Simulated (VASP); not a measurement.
# Ba: Ba into a neighbouring Ba vacancy, part 2 of 5

Wanted: the minimum-energy path in Ba for this move: Ba into a neighbouring Ba vacancy.

VASP 6.6.1; PBEsol; plane waves and PAW (Ba_sv).

So far. Step 2 (Relax the host): The run ended after 3 ionic steps, 0.009 eV below its first step, once forces and stress met EDIFFG = -0.02. Step 3 (Relax the host again, on a new basis): The start already met the threshold, so nothing moved.

## 4. Relax the start

System of this step: Ba. The cell holds 53 atoms: 53 Ba. Cell: a = 14.701 Å, b = 14.701 Å, c = 14.701 Å, α = 90.0°, β = 90.0°, γ = 90.0°. It derives from Ba. Nearest the centre at fractional (0.083, 0.083, 0.083): Ba5 at 2.11 Å, Ba11 at 4.02 Å, Ba1 at 4.06 Å, Ba4 at 4.07 Å, Ba3 at 4.07 Å, Ba28 at 4.09 Å, Ba33 at 4.09 Å, Ba37 at 5.31 Å.

A path needs two true minima; the start is relaxed with symmetry off.

INCAR reads:

```
SYSTEM = Ba
PREC = Normal
ENCUT = 280
EDIFF = 1E-05
NELM = 120
ISMEAR = 1
SIGMA = 0.15
LREAL = Auto
ALGO = Fast
GGA = PS
NBANDS = 312
LORBIT = 11
LWAVE = .FALSE.
LCHARG = .FALSE.
KPAR = 6
LASPH = .TRUE.
IBRION = 2
NSW = 60
ISIF = 2
EDIFFG = -0.05
POTIM = 0.4
MAXMIX = 40
ISYM = 0
```

POSCAR reads:

```
Ba
1.0
   14.7005188674      0.0000000000      0.0000000000
    0.0000000000     14.7005188674      0.0000000000
    0.0000000000      0.0000000000     14.7005188674
Ba
53
Direct
    0.3338034993      0.0011178084      0.0004495584
    0.6648937262      0.0012317332      0.0006072909
   -0.0007305228      0.3341239423      0.0004959994
    0.0004001661      0.0000386684      0.3340771342
    0.1656647237      0.1664450283      0.1660107452
    0.3341480613      0.3333873751     -0.0003978863
    0.3322695498     -0.0003499091      0.3333444107
    0.4996250433      0.1684272356      0.1680363113
    0.6629781405      0.3307633380     -0.0002377768
    0.6660922783      0.0002906605      0.3336289990
    0.8362146449      0.1651537667      0.1661529365
    0.0027791830      0.6675465037      0.0009020952
   -0.0006993037      0.3310911333      0.3335611684
    0.1668149800      0.4983301922      0.1657371394
    0.3332353181      0.6653813357     -0.0001336959
    0.0001299043      0.0000484149      0.6659778588
    0.1674744587      0.1678790960      0.5004365129
    0.3322201342      0.3343287434      0.3326511261
    0.5011960947      0.4985418373      0.1679107959
    0.6666393704      0.6649677486     -0.0004270590
    0.3334069392      0.0003711316      0.6653304035
    0.4984934232      0.1669382007      0.4993649889
    0.6669870712      0.3343666567      0.3310901644
    0.8336794274      0.5016661275      0.1662618826
    0.6655635565      0.0010234249      0.6670114797
    0.8345521788      0.1661970020      0.4979839919
   -0.0001496692      0.6660601192      0.3343881584
    0.1669301035      0.8311145691      0.1650406519
    0.0012023916      0.3342581510      0.6657956180
    0.1666652398      0.5006062011      0.5006372623
    0.3345254575      0.6670156144      0.3332043197
    0.4996478382      0.8347696674      0.1636043880
    0.1664780267      0.1667115632      0.8313941515
    0.3337861250      0.3324472680      0.6678400196
    0.4998291324      0.5009103804      0.5016582321
    0.6671876409      0.6654752514      0.3312731086
    0.8357188057      0.8331819207      0.1657298767
    0.5001962612      0.1664062523      0.8344926696
    0.6667128259      0.3333520396      0.6656944837
    0.8339721789      0.4985934283      0.5009059400
    0.8354066445      0.1645923371      0.8299780378
    0.0008392612      0.6701330720      0.6653049123
    0.1649650999      0.8341346233      0.4988562015
    0.1659782210      0.4995263875      0.8340571201
    0.3327819210      0.6670447252      0.6664264939
    0.4988508282      0.8328982109      0.4987069849
    0.5000088636      0.4984709843      0.8318464547
    0.6686488577      0.6665943098      0.6665933332
    0.8340292767      0.8327607589      0.4996890785
    0.8339117465      0.5003842257      0.8317561145
    0.1678004261      0.8325300488      0.8318965419
    0.4987749071      0.8328019978      0.8355472691
    0.8317340212      0.8335511159      0.8304248314
```

KPOINTS reads:

```
Automatic mesh
0
Monkhorst-Pack
2 2 2
0 0 0
```

Potentials, in the order of the species: Ba_sv (PBE family, release 64).

Started as:

```bash
> mpirun -np 6 vasp_std
```

Log:

```text
[banner, memory and clock lines left out]
running    6 mpi-ranks, on    1 nodes
 distrk:  each k-point on    1 cores,    6 groups
 distr:  one band on    1 cores,    1 groups

 POSCAR found type information on POSCAR Ba
 POSCAR found :  1 types and      53 ions
 [... a notice as in an earlier step ...]

 [... a notice as in an earlier step ...]

 LDA part: xc-table for (Slater+PW92), standard interpolation
 POSCAR, INCAR and KPOINTS ok, starting setup
 FFT: planning ... GRIDC
 FFT: planning ... GRID_SOFT
 FFT: planning ... GRID
 WAVECAR not read
 entering main loop
       N       E                     dE             d eps       ncg     rms          rms(c)
DAV:   1     0.378216938767E+04    0.37822E+04   -0.15902E+05  2592   0.876E+02
DAV:   2     0.251761908372E+03   -0.35304E+04   -0.34784E+04  3056   0.247E+02
DAV:   3    -0.897965247092E+02   -0.34156E+03   -0.33338E+03  3464   0.740E+01
DAV:   4    -0.113154900259E+03   -0.23358E+02   -0.22938E+02  3968   0.152E+01
DAV:   5    -0.114230141467E+03   -0.10752E+01   -0.10616E+01  3624   0.310E+00    0.130E+01
RMM:   6    -0.113168602376E+03    0.10615E+01   -0.48310E+00  3002   0.165E+00    0.762E+00
RMM:   7    -0.113112905774E+03    0.55697E-01   -0.20672E+00  3115   0.121E+00    0.413E+00
RMM:   8    -0.112995853980E+03    0.11705E+00   -0.14651E+00  3168   0.871E-01    0.801E-01
RMM:   9    -0.112982521264E+03    0.13333E-01   -0.33002E-01  3180   0.409E-01    0.353E-01
RMM:  10    -0.112998865747E+03   -0.16344E-01   -0.18790E-01  3132   0.189E-01    0.201E-01
RMM:  11    -0.113002147481E+03   -0.32817E-02   -0.63516E-02  3101   0.113E-01    0.130E-01
RMM:  12    -0.113005550156E+03   -0.34027E-02   -0.40097E-02  2968   0.825E-02    0.627E-02
RMM:  13    -0.113007388130E+03   -0.18380E-02   -0.22402E-02  2813   0.492E-02    0.476E-02
RMM:  14    -0.113008296450E+03   -0.90832E-03   -0.12171E-02  2812   0.335E-02    0.168E-02
RMM:  15    -0.113009097097E+03   -0.80065E-03   -0.82639E-03  2658   0.231E-02    0.132E-02
RMM:  16    -0.113009451407E+03   -0.35431E-03   -0.37799E-03  2108   0.141E-02    0.772E-03
RMM:  17    -0.113009711316E+03   -0.25991E-03   -0.27063E-03  2055   0.107E-02    0.463E-03
RMM:  18    -0.113009847736E+03   -0.13642E-03   -0.14345E-03  1776   0.752E-03    0.387E-03
RMM:  19    -0.113009944961E+03   -0.97225E-04   -0.10194E-03  1481   0.582E-03    0.350E-03
RMM:  20    -0.113009995887E+03   -0.50927E-04   -0.55145E-04  1757   0.506E-03    0.173E-03
RMM:  21    -0.113010029843E+03   -0.33955E-04   -0.35313E-04  1107   0.378E-03    0.888E-04
RMM:  22    -0.113010051803E+03   -0.21960E-04   -0.22726E-04   910   0.308E-03    0.119E-03
RMM:  23    -0.113010063578E+03   -0.11775E-04   -0.12359E-04   942   0.274E-03    0.672E-04
RMM:  24    -0.113010071217E+03   -0.76397E-05   -0.79542E-05   848   0.237E-03
   1 F= -.11301007E+03 E0= -.11300195E+03  d E =-.113010E+03
 curvature:   0.00 expect dE= 0.000E+00 dE for cont linesearch  0.000E+00
 trial: gam= 0.00000 g(F)=  0.167E-01 g(S)=  0.000E+00 ort = 0.000E+00 (trialstep = 0.100E+01)
 search vector abs. value=  0.167E-01
 bond charge predicted
       N       E                     dE             d eps       ncg     rms          rms(c)
DAV:   1    -0.113023454384E+03   -0.13391E-01   -0.11247E+00  2880   0.141E+00    0.169E-01
RMM:   2    -0.113025826346E+03   -0.23720E-02   -0.29845E-02  2590   0.254E-01    0.554E-02
RMM:   3    -0.113026264150E+03   -0.43780E-03   -0.57420E-03  4188   0.912E-02    0.438E-02
RMM:   4    -0.113026313657E+03   -0.49507E-04   -0.17044E-03  4085   0.429E-02    0.271E-02
RMM:   5    -0.113026359859E+03   -0.46202E-04   -0.86857E-04  4008   0.313E-02    0.192E-02
RMM:   6    -0.113026344870E+03    0.14989E-04   -0.33893E-04  3885   0.193E-02    0.536E-03
RMM:   7    -0.113026369922E+03   -0.25052E-04   -0.21134E-04  3557   0.128E-02    0.808E-03
RMM:   8    -0.113026374967E+03   -0.50454E-05   -0.77752E-05  2620   0.762E-03
   2 F= -.11302637E+03 E0= -.11301892E+03  d E =-.163038E-01
[... from here on, the cycles between the ionic steps are left out ...]
   3 F= -.11307003E+03 E0= -.11306389E+03  d E =-.599564E-01
[...]
WARNING in EDDRMM: call to ZHEGV failed, returncode =   6  3    267
   4 F= -.11313348E+03 E0= -.11313012E+03  d E =-.123406E+00
   5 F= -.11316225E+03 E0= -.11316477E+03  d E =-.152175E+00
[...]
WARNING in EDDRMM: call to ZHEGV failed, returncode =   6  3    222
   6 F= -.11316760E+03 E0= -.11316847E+03  d E =-.157524E+00
   7 F= -.11319490E+03 E0= -.11319732E+03  d E =-.273052E-01
   8 F= -.11322685E+03 E0= -.11323443E+03  d E =-.592590E-01
[...]
WARNING in EDDRMM: call to ZHEGV failed, returncode =   8  4    271
   9 F= -.11322724E+03 E0= -.11323431E+03  d E =-.596444E-01
 curvature: -11.63 expect dE=-0.157E-01 dE for cont linesearch -0.394E-04
 trial: gam= 0.15486 g(F)=  0.135E-02 g(S)=  0.000E+00 ort =-0.182E-03 (trialstep = 0.699E+01)
 search vector abs. value=  0.153E-02
 bond charge predicted
       N       E                     dE             d eps       ncg     rms          rms(c)
DAV:   1    -0.113224184388E+03    0.30461E-02   -0.50441E+00  2624   0.307E+00    0.362E-01
RMM:   2    -0.113232095324E+03   -0.79109E-02   -0.11351E-01  2588   0.541E-01    0.172E-01
RMM:   3    -0.113233498384E+03   -0.14031E-02   -0.20840E-02  4240   0.188E-01    0.114E-01
RMM:   4    -0.113233964043E+03   -0.46566E-03   -0.66150E-03  4240   0.943E-02    0.942E-02
RMM:   5    -0.113234248304E+03   -0.28426E-03   -0.24104E-03  4253   0.588E-02    0.726E-02
RMM:   6    -0.113234312280E+03   -0.63976E-04   -0.11185E-03  4220   0.386E-02    0.388E-02
RMM:   7    -0.113234367841E+03   -0.55561E-04   -0.53818E-04  4023   0.251E-02    0.349E-02
RMM:   8    -0.113234389044E+03   -0.21203E-04   -0.25288E-04  3896   0.183E-02    0.297E-02
RMM:   9    -0.113234398208E+03   -0.91646E-05   -0.15949E-04  3361   0.120E-02    0.227E-02
RMM:  10    -0.113234397853E+03    0.35501E-06   -0.72820E-05  2426   0.802E-03
  10 F= -.11323440E+03 E0= -.11324156E+03  d E =-.715813E-02
 trial-energy change:   -0.007158  1 .order   -0.007202   -0.009253   -0.005151
 step:  17.4409(harm= 15.7639)  dis= 0.02460  next Energy=  -113.238104 (dE=-0.109E-01)
 reached required accuracy - stopping structural energy minimisation
```

Wall time 43 min (6 MPI ranks of Intel Xeon Platinum 8488C (Sapphire Rapids), shared host); peak memory 7.7 GiB; 4.3 h of CPU time.

Parts of OUTCAR (step 4):

```text
 Found      4 irreducible k-points:

   k-points           NKPTS =      4   k-points in BZ     NKDIM =      4   number of bands    NBANDS=    312

   dimension x,y,z NGX =    60 NGY =   60 NGZ =   60
   dimension x,y,z NGXF=   120 NGYF=  120 NGZF=  120

   ENCUT  =  280.0 eV  20.58 Ry    4.54 a.u.  20.06 20.06 20.06*2*pi/ulx,y,z

   NELECT =     530.0000    total number of electrons

 E-fermi :   1.6199

 k-point     1 :       0.2500    0.2500    0.2500
  band No.  band energies     occupation
    ...
    263       1.5543      1.66772
    264       1.5547      1.66424
    265       1.6353      0.82743
    266       1.6371      0.80717
    267       1.6376      0.80181
    268       1.8824     -0.03286
    269       1.9018     -0.02315
    270       1.9337     -0.01173
    271       1.9341     -0.01163
    272       2.0180     -0.00113
    ...

 k-point     2 :      -0.2500    0.2500    0.2500
  band No.  band energies     occupation
    ...
    263       1.5541      1.66929
    264       1.5548      1.66334
    265       1.6352      0.82777
    266       1.6374      0.80329
    267       1.6377      0.80093
    268       1.8824     -0.03282
    269       1.9017     -0.02320
    270       1.9339     -0.01168
    271       1.9341     -0.01163
    272       2.0180     -0.00113
    ...

  Total       -3.0564253     -3.0506942     -3.0525315     -0.0009500     -0.0097568      0.0087094
  in kB       -1.5414391     -1.5385488     -1.5394754     -0.0004791     -0.0049206      0.0043924
  external PRESSURE =      -1.5398211 kB  Pullay stress =       0.0000000 kB

  energy-cutoff  :      280.00
  volume of cell :     3176.86
      direct lattice vectors                 reciprocal lattice vectors
    14.700518867  0.000000000  0.000000000     0.068024810  0.000000000  0.000000000
     0.000000000 14.700518867  0.000000000     0.000000000  0.068024810  0.000000000
     0.000000000  0.000000000 14.700518867     0.000000000  0.000000000  0.068024810

 POSITION                                       TOTAL-FORCE (eV/Angst)
 -----------------------------------------------------------------------------------
      5.07902     14.69904     14.69690        -0.012821      0.004677      0.001861
      9.61802      0.00343     14.69312         0.017397     -0.003109      0.006737
      0.00629      5.07452     14.68805        -0.012794     -0.006693      0.003916
      0.00442     14.69734      5.07432         0.001224     -0.004335     -0.011441
      2.34747      2.35355      2.34691         0.001489     -0.012019     -0.004980
      4.88300      4.88562     14.69542        -0.003943     -0.007541     -0.001894
      4.88801      0.00028      4.88396        -0.011810     -0.000639     -0.017951
      7.34879      2.47830      2.47311         0.001423      0.005770     -0.000818
      9.82444      4.88727     14.69600        -0.002044     -0.017109     -0.001839
      9.81524      0.00098      4.87445         0.006228     -0.003178     -0.001148
     12.35492      2.34639      2.34789         0.006020     -0.001936     -0.012343
     14.69855      9.62148     14.68827         0.001634      0.009696      0.004818
      0.00052      4.89060      4.88304        -0.001393     -0.013557     -0.005008
      2.47391      7.35144      2.46954         0.003827     -0.002191      0.002619
      4.88376      9.80983     14.69440        -0.000649      0.008495     -0.001446
      0.00518     14.69274      9.61497         0.001981      0.001859      0.011946
      2.48159      2.47757      7.34252        -0.005066      0.000067      0.004332
      4.88673      4.89115      4.88572        -0.014985     -0.014431     -0.023654
      7.35439      7.34389      2.44245        -0.001767      0.004059      0.016233
      9.81758      9.81465     14.69654         0.007288      0.005738     -0.003507
      4.88649     14.70046      9.80658        -0.007769     -0.000491      0.010966
      7.34869      2.45116      7.33753         0.004920      0.013144      0.008673
      9.82058      4.88505      4.88473         0.009340     -0.014133     -0.017139
     12.22543      7.34579      2.47284         0.003502      0.006230     -0.003693
      9.81231     14.69882      9.80517         0.006721      0.000331      0.009925
     12.22412      2.47240      7.34800         0.000491      0.002164     -0.004791
      0.00045      9.81832      4.87869         0.001163      0.001659     -0.001892
      2.35562     12.34856      2.34568        -0.009228      0.006093     -0.004854
     14.69827      4.88024      9.80870         0.003916     -0.002114      0.005249
      2.45262      7.34928      7.34826         0.003692      0.003287     -0.002641
      4.88694      9.80391      4.88365        -0.007433      0.012187     -0.021368
      7.34836     12.21605      2.47616         0.000951      0.005691     -0.005540
      2.34860      2.34786     12.34637        -0.000425     -0.008011      0.000795
      4.88790      4.89313      9.80410        -0.009898     -0.022981      0.015079
      7.35563      7.34496      7.33765        -0.000972      0.004030      0.008492
      9.81649      9.81008      4.88258         0.010122      0.013149     -0.019102
     12.35048     12.35012      2.34162         0.007958      0.008277     -0.004088
      7.34665      2.47906     12.21279         0.002575      0.001011      0.007541
[...]
-----------------------------------------------------------------------------------
    total drift:                               -0.003785      0.001501      0.010955

  FREE ENERGIE OF THE ION-ELECTRON SYSTEM (eV)
  ---------------------------------------------------
  free  energy   TOTEN  =      -113.2343978532 eV

  energy  without entropy=     -113.2558965307  energy(sigma->0) =     -113.24156408

 total charge
# of ion       s       p       d       tot
------------------------------------------
    1        2.072   5.528   0.311   7.912
    2        2.072   5.528   0.311   7.911
    3        2.072   5.528   0.311   7.911
    4        2.072   5.528   0.311   7.911
    5        2.070   5.538   0.273   7.881
    6        2.069   5.533   0.297   7.899
    7        2.069   5.533   0.298   7.899
    8        2.071   5.530   0.306   7.907
    9        2.069   5.533   0.297   7.899
   10        2.069   5.533   0.297   7.899
   11        2.070   5.538   0.273   7.881
   12        2.072   5.528   0.311   7.911
   13        2.069   5.533   0.297   7.899
   14        2.071   5.530   0.306   7.907
   15        2.069   5.533   0.297   7.899
   16        2.072   5.528   0.311   7.911
   17        2.071   5.530   0.306   7.907
   18        2.071   5.531   0.300   7.902
   19        2.071   5.531   0.299   7.901
   20        2.069   5.533   0.297   7.899
   21        2.069   5.533   0.297   7.899
   22        2.071   5.531   0.299   7.902
   23        2.071   5.531   0.299   7.901
   24        2.071   5.530   0.306   7.907
   25        2.069   5.533   0.297   7.899
   26        2.071   5.530   0.306   7.907
   27        2.069   5.533   0.297   7.899
   28        2.070   5.538   0.273   7.881
   29        2.069   5.533   0.297   7.899
   30        2.071   5.531   0.300   7.902
   31        2.071   5.531   0.300   7.902
   32        2.071   5.530   0.305   7.906
   33        2.070   5.538   0.273   7.881
   34        2.071   5.531   0.299   7.901
   35        2.071   5.534   0.291   7.896
   36        2.071   5.531   0.299   7.902
   37        2.070   5.538   0.273   7.881
[...]
--------------------------------------------------
tot        109.726 293.206  15.767 418.699

[... 1 part as in an earlier step ...]

[... 5 further parts left out ...]
```

Relaxation path:

```csv
step,energy less that of the first step (eV),largest force (eV/Å)
1,0.0000,0.2143
2,-0.0163,0.2062
3,-0.0600,0.1691
4,-0.1234,0.1103
5,-0.1522,0.1448
6,-0.1575,0.1161
7,-0.1848,0.0819
8,-0.2168,0.0531
9,-0.2172,0.0523
10,-0.2243,0.0315
```

The atoms that moved most (Å):

```
atom      dx      dy      dz  length
Ba53   0.126   0.104   0.142   0.217
Ba51  -0.114   0.117   0.126   0.206
Ba12  -0.043  -0.192  -0.026   0.198
Ba33  -0.099  -0.103   0.124   0.189
Ba28  -0.098   0.131  -0.081   0.182
Ba16   0.003  -0.008  -0.175   0.175
Ba41   0.068  -0.075   0.142   0.175
 Ba1   0.172  -0.018  -0.010   0.173
```

Numbers from this step:

| Quantity | Value |
| --- | --- |
| electronic cycles | 126 |
| electrons | 530 |
| free energy (TOTEN) | -113.2344 eV |
| energy at zero smearing | -113.2416 eV |
| Fermi energy | 1.620 eV |

The run ended after 10 ionic steps, 0.224 eV below its first step, once the forces on the free atoms met EDIFFG = -0.05.

(Continued in part 3 of 5.)

[Lines on the potential files, build, host, timing and source positions are cut from VASP's logs without a mark.]

[Logs are printed without paths, hosts, clocks, repeated set-up lines and the standing remarks that a program may print on its own settings, such as how far it seeks lower states.]

[Hosts, paths, dates, database ids (printed as entryN), source tags and the programs' standing remarks are cut or masked in the printed files.]

[Runs that stopped without an error message from VASP are left out.]
